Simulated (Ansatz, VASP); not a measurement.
**K10Ca5Si31B10O87 (glassy 67SiO2-11B2O3-11CaO-11K2O (mol %)): VASP beside Ansatz**

Aim: how closely do two programs agree when they are given the same cell, functional and k mesh? Of the first pair: The structure shown is the start of the Ansatz relaxation below; VASP solves that cell, so the two are compared at the walk's first step.

Calculated with Ansatz 0.2.0; plane waves, with VASP 6.6.1 beside it; single point at PBE.

**1. The structure**

The cell holds 143 atoms: 31 Si, 10 B, 5 Ca, 10 K and 87 O. Its edges and angles: a = 12.667 Å, b = 12.667 Å, c = 12.667 Å, α = 90.0°, β = 90.0°, γ = 90.0°. As first built, before any earlier steps moved the atoms (in the runner's words): 143 atoms (31 Si, 10 B, 5 Ca, 10 K, 87 O) placed at random at 2.34 g/cm^3, melted at 3000 K for 20 ps at fixed volume with the Buckingham and Coulomb pair potential of Guillot and Sator (Geochim. Cosmochim. Acta 71, 1249 (2007)) with the boron terms of Wang et al. (J. Non-Cryst. Solids 498, 294 (2018)). Quenched from 3000 K to 300 K at 20 K/ps and fixed volume, held 10 ps at zero pressure.

**2. Ansatz: relaxation, PBE**

Ansatz runs on its default PAW (the set named soft_2) files.

The two programs are compared at the cell with which this relaxation starts, whose forces are those of its first step.

Contents of input.yaml:

```yaml
crystal:
  lattice:
    - [12.66733, 0.0, 0.0]
    - [0.0, 12.66733, 0.0]
    - [0.0, 0.0, 12.66733]
  atoms:
    - { symbol: Si, position: [0.49578, 0.50305, 0.56574] }
    - { symbol: Si, position: [0.68385, 0.37332, 0.48934] }
    - { symbol: Si, position: [0.59428, 0.16824, 0.9687] }
    - { symbol: Si, position: [0.46527, 0.35124, 0.08818] }
    - { symbol: Si, position: [0.48049, 0.64206, 0.77406] }
    - { symbol: Si, position: [0.13036, 0.30395, 0.74556] }
    - { symbol: Si, position: [0.27812, 0.5923, 0.23869] }
    - { symbol: Si, position: [0.99747, 0.30585, 0.37461] }
    - { symbol: Si, position: [0.27924, 0.99879, 0.618] }
    - { symbol: Si, position: [0.90594, 0.19328, 0.7695] }
    - { symbol: Si, position: [0.9003, 0.48726, 0.51145] }
    - { symbol: Si, position: [0.07511, 0.20541, 0.06648] }
    - { symbol: Si, position: [0.31802, 0.17138, 0.08292] }
    - { symbol: Si, position: [0.08945, 0.92072, 0.73671] }
    - { symbol: Si, position: [0.28038, 0.38114, 0.55345] }
    - { symbol: Si, position: [0.79002, 0.40556, 0.84422] }
    - { symbol: Si, position: [0.81479, 0.40733, 0.08968] }
    - { symbol: Si, position: [0.63412, 0.37268, 0.24544] }
    - { symbol: Si, position: [0.21543, 0.61455, 0.52022] }
    - { symbol: Si, position: [0.16103, 0.96432, 0.41091] }
    - { symbol: Si, position: [0.37876, 0.43339, 0.87628] }
    - { symbol: Si, position: [0.16097, 0.68341, 0.75676] }
    - { symbol: Si, position: [0.9796, 0.02191, 0.92378] }
    - { symbol: Si, position: [0.9873, 0.51406, 0.75011] }
    - { symbol: Si, position: [0.05405, 0.43349, 0.04475] }
    - { symbol: Si, position: [0.38793, 0.0413, 0.91603] }
    - { symbol: Si, position: [0.49047, 0.87396, 0.39818] }
    - { symbol: Si, position: [0.35427, 0.05511, 0.30201] }
    - { symbol: Si, position: [0.96609, 0.6122, 0.30742] }
    - { symbol: Si, position: [0.70201, 0.13998, 0.17875] }
[... 107 atom lines left out ...]
    - { symbol: O, position: [0.64183, 0.39717, 0.36725] }
    - { symbol: O, position: [0.96611, 0.38268, 0.46956] }
    - { symbol: O, position: [0.16554, 0.0098, 0.68288] }
    - { symbol: O, position: [0.28707, 0.59002, 0.10867] }
    - { symbol: O, position: [0.49993, 0.07626, 0.97639] }
    - { symbol: O, position: [0.23831, 0.48024, 0.28322] }
kpoints:
  mp_grid: { grid: [1, 1, 1] }
hamiltonian:
  xc: pbe
scf:
  occupations: { method: fixed }
output:
  forces: true
relax:
  f_tol: 0.05
  max_steps: 150
  cell: {}
```

On the command line:

```sh
> ansatz run input.yaml --threads 4 --pin off --max-ram 8192MiB --backend cpu --events-out ev --progress --plain --runs-dir out
```

Numbers of over 12 decimals in the logs are rounded to 6 here.

The log of the run:

```text
Engine: ansatz 0.2.0, x86_64-unknown-linux-gnu
Pseudopotentials: kind: paw
Pseudopotential: Si, paw, valence charge 4, recommended cutoff 420 eV (normal), Si.paw.azcp
Pseudopotential: B, paw, valence charge 3, recommended cutoff 420 eV (normal), B.paw.azcp
Pseudopotential: Ca, paw, valence charge 10, recommended cutoff 420 eV (normal), Ca.paw.azcp
Pseudopotential: K, paw, valence charge 9, recommended cutoff 420 eV (normal), K.paw.azcp
Pseudopotential: O, paw, valence charge 6, recommended cutoff 420 eV (normal), O.paw.azcp
Functional definition: PBE
  parameter kappa = 0.804
  parameter beta = 0.066725
  exchange = pbe_x(kappa = kappa, mu = beta*pi^2/3)
  correlation = pbe_c(beta = beta)
Crystal: 143 atoms, lattice volume = 2032.616 Å³
Basis set: ecut = 420 eV, 39607 PW (Γ), exchange–correlation on 180×180×180 points (8 copies of the dense FFT grid, shifted against one another)
Bands: 551, of which v1, the nominal top of the filled ones, is band 408 counted from 1 (407 counted from 0)
Symmetry: 1 space group operations
Space group: P1 (ITA 1), of the structure as read, at distance tolerance 1.3e-4 Å
k-points: 1
Non-local potential: Si, projectors of the file, l = 0: 2, l = 1: 2, l = 2: 2
Non-local potential: B, projectors of the file, l = 0: 2, l = 1: 2, l = 2: 1
Non-local potential: Ca, projectors of the file, l = 0: 3, l = 1: 2, l = 2: 2
Non-local potential: K, projectors of the file, l = 0: 3, l = 1: 2, l = 2: 2
Non-local potential: O, projectors of the file, l = 0: 2, l = 1: 2, l = 2: 1
PAW form: soft (Blöchl's): semilocal exchange-correlation on the pseudo side does not see the compensation charge
PAW one-centre angular grid: Si, 110 points (default); XC on 64 Gauss nodes
PAW one-centre angular grid: B, 110 points (default); XC on 64 Gauss nodes
PAW one-centre angular grid: Ca, 110 points (default); XC on 64 Gauss nodes
PAW one-centre angular grid: K, 110 points (default); XC on 64 Gauss nodes
PAW one-centre angular grid: O, 110 points (default); XC on 64 Gauss nodes
Initial density: superposition of atomic densities (neutral atoms: chi_scale 0, normalization atom), corrected by the library's trained network
Initial wavefunctions: pseudopotential atomic-orbital guess
Functional: x = pbe(κ = 0.804, μ = 0.219515), c = pbe(β = 0.066725)
SCF iter   1: F=—  HF=-95237.556028 eV  |F-HF|=—  |Δ(HF+E_count)|=         —  Δρ=2.68e-3  dr2=2.87e-1  ethr=1.77e-3  ⟨swp⟩=7.0  Hψ=1831  notcnv=0  defer=139
preconditioner: auto → Resta (q_TF=auto, 2.343 Å⁻¹)  ε∞=3.0  [insulator: Δε(μ)=1.940 eV  Ē_g=16.151 eV  n_scr=460 (ndim 8)  ℏωp=23.1 eV  f_vac=0.162  ε∞_Penn≈3.0]
SCF iter   2: F=—  HF=-95237.538755 eV  |F-HF|=—  |Δ(HF+E_count)|=   1.73e-2  Δρ=1.53e-3  dr2=7.57e-2  ethr=3.52e-5  ⟨swp⟩=3.0  Hψ=956  notcnv=0  defer=141
SCF iter   3: F=—  HF=-95237.532583 eV  |F-HF|=—  |Δ(HF+E_count)|=   6.17e-3  Δρ=8.77e-4  dr2=2.62e-2  ethr=9.28e-6  ⟨swp⟩=3.0  Hψ=729  notcnv=0  defer=126
automatic band count: iteration 3 solves 536 bands in place of 551: the levels show a gap, and the empty bands left out lie too high to hold charge; the band table lists the bands solved (type scf.n_extra_bands for more)
SCF iter   4: F=—  HF=-95237.528853 eV  |F-HF|=—  |Δ(HF+E_count)|=   3.73e-3  Δρ=3.26e-4  dr2=2.94e-3  ethr=3.22e-6  ⟨swp⟩=3.0  Hψ=733  notcnv=0  defer=126
SCF iter   5: F=—  HF=-95237.528887 eV  |F-HF|=—  |Δ(HF+E_count)|=   3.38e-5  Δρ=1.67e-4  dr2=6.87e-4  ethr=3.60e-7  ⟨swp⟩=3.0  Hψ=731  notcnv=0  defer=126
SCF iter   6: F=—  HF=-95237.528937 eV  |F-HF|=—  |Δ(HF+E_count)|=   5.03e-5  Δρ=6.27e-5  dr2=9.22e-5  ethr=8.43e-8  ⟨swp⟩=3.0  Hψ=727  notcnv=0  defer=126
SCF iter   7: F=—  HF=-95237.529203 eV  |F-HF|=—  |Δ(HF+E_count)|=   2.66e-4  Δρ=2.82e-5  dr2=1.90e-5  ethr=1.13e-8  ⟨swp⟩=2.0  Hψ=936  notcnv=0  defer=126
SCF iter   8: F=—  HF=-95237.529210 eV  |F-HF|=—  |Δ(HF+E_count)|=   6.76e-6  Δρ=2.04e-5  dr2=8.34e-6  ethr=2.33e-9  ⟨swp⟩=3.0  Hψ=745  notcnv=0  defer=126
SCF iter   9: F=—  HF=-95237.529209 eV  |F-HF|=—  |Δ(HF+E_count)|=   7.19e-7  Δρ=5.07e-6  dr2=6.36e-7  ethr=1.02e-9  ⟨swp⟩=2.0  Hψ=714  notcnv=0  defer=126
SCF iter  10: F=—  HF=-95237.529209 eV  |F-HF|=—  |Δ(HF+E_count)|=   2.11e-7  Δρ=3.59e-6  dr2=2.44e-7  ethr=7.80e-11  ⟨swp⟩=2.0  Hψ=758  notcnv=0  defer=126
SCF iter  11: F=-95237.529209 eV  HF=-95237.529209 eV  |F-HF|=5.82e-11  |Δ(HF+E_count)|=  9.31e-10  Δρ=1.04e-6  dr2=2.24e-8  ethr=1.23e-11  ⟨swp⟩=5.0  Hψ=1649  notcnv=0
SCF 1 converged in 11 iterations: F = -95237.529209 eV  dr2 = 2.24e-8
  greatest PAW one-centre occupation: 0.995 electrons in one spin orbital (limit 2), on the Ca atom at site 42 (counted from 0), in its partial waves of l = 0
relax step   1: F+E_penalty+E_count = -95237.52920946 eV  Δ(F+E_penalty+E_count) = +0.000e0 eV  max|allowed force component| = 3.895e0 eV/Å  Δτ_max = 0.0000 Å  P = +0.356 GPa  Ω = 2032.616 Å³  (11 SCF iters, dr2 threshold 1.00e-7 eV, accepted)
[...]
- { symbol: B, position: [0.981893, 0.112970, 0.454464] }
    - { symbol: B, position: [0.647682, 0.918020, 0.248251] }
    - { symbol: B, position: [0.894447, 0.207853, 0.200047] }
    - { symbol: B, position: [0.117505, 0.754544, 0.329106] }
    - { symbol: B, position: [0.413157, 0.662482, 0.420747] }
    - { symbol: Ca, position: [0.560643, 0.289163, 0.749530] }
    - { symbol: Ca, position: [0.344795, 0.782384, 0.609847] }
    - { symbol: Ca, position: [0.290018, 0.332551, 0.302185] }
    - { symbol: Ca, position: [0.584635, 0.129327, 0.424234] }
    - { symbol: Ca, position: [0.525673, 0.021386, 0.641030] }
    - { symbol: K, position: [0.674469, 0.656201, 0.309590] }
    - { symbol: K, position: [0.376989, 0.861758, 0.165524] }
    - { symbol: K, position: [0.956346, 0.809704, 0.498837] }
    - { symbol: K, position: [0.699237, 0.911449, 0.987395] }
    - { symbol: K, position: [0.913499, 0.683010, 0.029471] }
    - { symbol: K, position: [0.785795, 0.941471, 0.731898] }
    - { symbol: K, position: [0.724829, 0.595378, 0.689437] }
    - { symbol: K, position: [0.235605, 0.796740, -0.044944] }
    - { symbol: K, position: [0.927278, 0.933307, 0.191163] }
    - { symbol: K, position: [0.524012, 0.601269, 0.050721] }
    - { symbol: O, position: [0.919096, 0.457063, 0.079633] }
    - { symbol: O, position: [0.313672, 0.031309, 0.013150] }
    - { symbol: O, position: [-0.0084048, 0.156553, 0.169529] }
    - { symbol: O, position: [0.514862, 0.392275, 0.188446] }
    - { symbol: O, position: [0.381957, 0.448215, 0.609361] }
    - { symbol: O, position: [0.757976, 0.408444, 0.966505] }
    - { symbol: O, position: [0.070943, 0.517454, 0.956234] }
    - { symbol: O, position: [0.459532, 0.766441, 0.454858] }
    - { symbol: O, position: [0.471082, 0.181081, 0.551237] }
    - { symbol: O, position: [0.113737, 0.366674, 0.316809] }
    - { symbol: O, position: [0.073280, 0.934861, 0.857698] }
    - { symbol: O, position: [0.364347, 0.949310, 0.650929] }
    - { symbol: O, position: [0.038504, 0.223575, 0.733339] }
    - { symbol: O, position: [0.218085, 0.930887, 0.515418] }
    - { symbol: O, position: [0.124774, 0.686093, 0.434541] }
    - { symbol: O, position: [0.912689, 0.289477, 0.275450] }
    - { symbol: O, position: [0.825141, 0.118812, 0.241733] }
    - { symbol: O, position: [0.693344, 0.083669, 0.586568] }
    - { symbol: O, position: [0.543809, 0.252977, 0.045478] }
    - { symbol: O, position: [0.719941, 0.426854, 0.165937] }
    - { symbol: O, position: [0.550874, 0.955233, 0.482419] }
    - { symbol: O, position: [0.904639, 0.916813, 0.980264] }
    - { symbol: O, position: [0.338308, 0.229140, 0.979902] }
    - { symbol: O, position: [0.208893, 0.323442, 0.642640] }
[...]
- { symbol: O, position: [0.565782, 0.896698, 0.774304] }
    - { symbol: O, position: [0.684978, 0.107309, 0.076537] }
    - { symbol: O, position: [0.632809, 0.404737, 0.357210] }
    - { symbol: O, position: [0.946531, 0.390123, 0.443062] }
    - { symbol: O, position: [0.161457, 0.013351, 0.685853] }
    - { symbol: O, position: [0.331995, 0.659294, 0.117309] }
    - { symbol: O, position: [0.516655, 0.047370, 0.984359] }
    - { symbol: O, position: [0.234902, 0.512950, 0.267285] }
```

**3. VASP: single point, PBE, start cell, pair 1**

The same cell, functional and mesh now go to VASP, with its own data sets.

Lines of VASP's logs that name or quote its potential files are left out, and so is its time.

Contents of INCAR:

```
SYSTEM = K10Ca5Si31B10O87
PREC = Accurate
ENCUT = 520
EDIFF = 1E-06
NELM = 120
ISMEAR = 0
SIGMA = 0.01
LREAL = Auto
ALGO = Normal
GGA = PE
NBANDS = 508
LORBIT = 11
LWAVE = .FALSE.
LCHARG = .FALSE.
ISIF = 2
LASPH = .TRUE.
GGA_COMPAT = .FALSE.
EFERMI = MIDGAP
```

Contents of POSCAR:

```
K10Ca5Si31B10O87
1.0
   12.6673300000      0.0000000000      0.0000000000
    0.0000000000     12.6673300000      0.0000000000
    0.0000000000      0.0000000000     12.6673300000
Si B Ca K O
31 10 5 10 87
Direct
    0.4957793000      0.5030499719      0.5657387942
    0.6838536613      0.3733225550      0.4893375321
    0.5942767734      0.1682438209      0.9686966393
    0.4652677399      0.3512421323      0.0881795927
    0.4804879955      0.6420611131      0.7740620952
    0.1303589628      0.3039472407      0.7455635876
    0.2781170144      0.5923031925      0.2386927632
    0.9974714482      0.3058497726      0.3746093297
    0.2792380083      0.9987898002      0.6179992153
    0.9059367680      0.1932767205      0.7694991762
    0.9003002211      0.4872613250      0.5114495320
    0.0751065931      0.2054102956      0.0664780976
    0.3180228193      0.1713778673      0.0829219733
    0.0894505788      0.9207228358      0.7367061567
    0.2803826852      0.3811379351      0.5534473326
    0.7900165228      0.4055629718      0.8442189475
    0.8147889097      0.4073313003      0.0896795142
    0.6341194237      0.3726831148      0.2454424097
    0.2154281920      0.6145493960      0.5202201253
    0.1610284093      0.9643231841      0.4109074288
    0.3787617438      0.4333904619      0.8762777949
    0.1609731490      0.6834115792      0.7567577382
    0.9795987000      0.0219067475      0.9237779390
    0.9873035596      0.5140625530      0.7501107179
    0.0540524325      0.4334930881      0.0447529195
    0.3879270533      0.0413031002      0.9160336077
    0.4904664203      0.8739568638      0.3981817794
    0.3542735525      0.0551102719      0.3020131314
    0.9660915126      0.6121968876      0.3074207430
    0.7020106052      0.1399821430      0.1787511654
[... 107 atom lines left out ...]
    0.6418321777      0.3971713060      0.3672518202
    0.9661073012      0.3826773282      0.4695622519
    0.1655439623      0.0097968554      0.6828826596
    0.2870691772      0.5900217331      0.1086732563
    0.4999317141      0.0762591643      0.9763936047
    0.2383138357      0.4802432715      0.2832167473
```

Contents of KPOINTS:

```
Automatic mesh
0
Gamma
1 1 1
0 0 0
```

Potentials, in the order of the species: Si, B, Ca_sv, K_sv and O (PBE family, release 64).

On the command line:

```sh
> export OMP_NUM_THREADS=4
> mpirun -np 1 vasp_gam
```

The log of the run:

```text
[banner, memory and clock lines left out]
running    1 mpi-ranks, on    1 nodes
[...]
Offloading initialized ...    1 GPUs detected
[...]
LDA part: xc-table for (Slater+PW92), standard interpolation
 POSCAR, INCAR and KPOINTS ok, starting setup
[...]
entering main loop
       N       E                     dE             d eps       ncg     rms          rms(c)
DAV:   1     0.866003754646E+04    0.86600E+04   -0.47818E+05  1016   0.160E+03
DAV:   2    -0.312901767391E+03   -0.89729E+04   -0.86340E+04  1252   0.427E+02
DAV:   3    -0.115732495831E+04   -0.84442E+03   -0.83785E+03  1224   0.141E+02
DAV:   4    -0.118851863686E+04   -0.31194E+02   -0.31050E+02  1264   0.270E+01
[...]
DAV:  19    -0.104274066019E+04    0.59902E-06   -0.22746E-05  1256   0.123E-02    0.653E-03
DAV:  20    -0.104274066015E+04    0.41960E-07   -0.14359E-05  1376   0.833E-03    0.481E-03
DAV:  21    -0.104274066017E+04   -0.18423E-07   -0.31836E-06   880   0.310E-03
   1 F= -.10427407E+04 E0= -.10427407E+04  d E =0.000000E+00
```

OUTCAR, selected parts (step 3):

```text
  Total       13.0037346     -2.2239442      8.9832407      7.1974203      8.8186551    -11.1626003
[...]
10.50310      1.68030      2.75840        -1.477371     -0.854563     -0.152608
      8.66370      0.77360      7.24100        -0.171091      0.568069     -0.384119
      6.96300      3.39640      0.39510        -0.668637      1.910151      1.030229
      9.15290      5.53890      2.22050        -0.592739      1.128397      0.944438
      6.12310     11.71060      6.54240         0.370598     -0.142628     -1.403991
     11.44940     11.80610     12.37260        -0.395956     -0.486290      0.191524
      4.26580      2.95540     12.26870         1.016665      0.815930     -0.417582
      2.56790      4.26990      8.20070         1.310221      0.260542     -2.531069
      9.87420      5.74860      6.50830        -2.058945     -0.131662      0.209774
      6.36810      7.60470      8.23950         0.396311      0.846954     -0.806085
      8.29570      3.10250      2.87560        -1.693056      1.734819      1.941937
      5.02820      1.66180      5.01120         1.249432      1.742380     -0.207180
      8.82190      5.23010      9.63200        -0.655496     -0.081217     -0.048876
      4.05250      3.52010      6.19880        -0.696185      0.634505     -1.287374
[...]
-----------------------------------------------------------------------------------
    total drift:                                0.025502      0.026481     -0.031846

  FREE ENERGIE OF THE ION-ELECTRON SYSTEM (eV)
  ---------------------------------------------------
  free  energy   TOTEN  =     -1042.7406601667 eV

  energy  without entropy=    -1042.7406601667  energy(sigma->0) =    -1042.74066017

[... 2 further parts left out ...]
[key lines of the parts left out:]
E-fermi :   3.1336
```

The run ends at a pressure of 0.52 GPa, with forces up to 4.6 eV/Å.

**4. Differences**

Known differences besides the potentials themselves: fixed occupations in Ansatz, narrow Gaussian smearing in VASP; the cutoff is 420 eV in Ansatz and 520 eV in VASP (PREC = Accurate, projectors in real space). Total energies have different zeros and are not compared.

Forces on 10 of the 143 atoms, those with the largest forces and the largest differences (eV/Å; atoms numbered as in POSCAR):

```tsv
atom	Ansatz x, y, z	VASP x, y, z
Si10	1.047, 3.627, -0.723	1.044, 3.623, -0.754
Si13	-1.752, 0.839, -3.272	-1.757, 0.829, -3.205
Si15	-1.873, 2.456, 2.703	-1.897, 2.454, 2.712
Si18	1.991, -1.417, -3.018	1.982, -1.409, -2.981
B34	-3.118, 3.034, -1.473	-3.123, 3.028, -1.456
O85	-0.574, -0.089, 0.025	-0.655, -0.081, -0.049
O108	0.430, -3.260, 1.820	0.422, -3.251, 1.819
O119	1.046, 1.086, 0.831	1.145, 1.107, 0.893
O127	-3.895, 1.175, 1.091	-3.879, 1.187, 1.094
O135	-1.343, -0.368, -0.352	-1.428, -0.388, -0.398
```

The forces differ by 25 meV/Å r.m.s., which is 2.1 % of the r.m.s. force of 1.166 eV/Å (both taken over all components).

[end of part 1 of 2]

[Lines on the potential files, build, host, timing and source positions are cut from VASP's logs without a mark.]

[Logs are printed without paths, hosts, clocks, repeated set-up lines and the standing remarks that a program may print on its own settings, such as how far it seeks lower states.]

[Hosts, paths, dates, database ids (printed as entryN), source tags and the programs' standing remarks are cut or masked in the printed files.]
